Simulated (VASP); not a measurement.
```
SrTe
1.0
    3.79445     0.00000     0.00000
    0.00000     3.79445     0.00000
    0.00000     0.00000     3.79445
Sr Te
1 1
Direct
  0.00000   0.00000   0.00000
  0.50000   0.50000   0.50000
```

Calculation: PBEsol GGA, VASP's PBE PAW potentials (set 64) (plane waves; VASP). Run with 500 eV cut-off, 7×7×7 Γ-centred mesh, Gaussian smearing of 0.050 eV, potentials Sr_sv Te.

Energy and stress use the plane-wave basis of the starting cell.

Problem. The ions, cell shape and volume at an external pressure of 20.0 GPa are relaxed. Give the cell that the relaxation ends in.

Solution. 
```
SrTe
1.0
    3.65872     0.00000     0.00000
    0.00000     3.65872     0.00000
    0.00000     0.00000     3.65872
Sr Te
1 1
Direct
  0.00000   0.00000   0.00000
  0.50000   0.50000   0.50000
```
Space group Pm-3m (221), at a tolerance of 0.03 Å.

Problem. How do energy and volume change from the first to the last step?

Solution. The energy (σ→0) changes by +258.5 meV/atom and the volume by -10.4 %, in 4 ionic steps.

```json
[
 {"step": "1", "E(σ→0) (eV)": "-8.1315", "max force (eV/Å)": "0.000", "pressure (GPa)": "9.95", "volume (Å³)": "54.63"},
 {"step": "2", "E(σ→0) (eV)": "-6.3601", "max force (eV/Å)": "0.000", "pressure (GPa)": "41.51", "volume (Å³)": "42.17"},
 {"step": "3", "E(σ→0) (eV)": "-7.6394", "max force (eV/Å)": "0.000", "pressure (GPa)": "19.48", "volume (Å³)": "49.18"},
 {"step": "4", "E(σ→0) (eV)": "-7.6145", "max force (eV/Å)": "0.000", "pressure (GPa)": "19.91", "volume (Å³)": "48.98"}
]
```

The structure was generated: SrTe was put into the CsCl type type (Pm-3m), which need not be its known phase. This run relaxes it under an external pressure of 20 GPa. Symmetry was kept, so distortions that lower it aren't found.
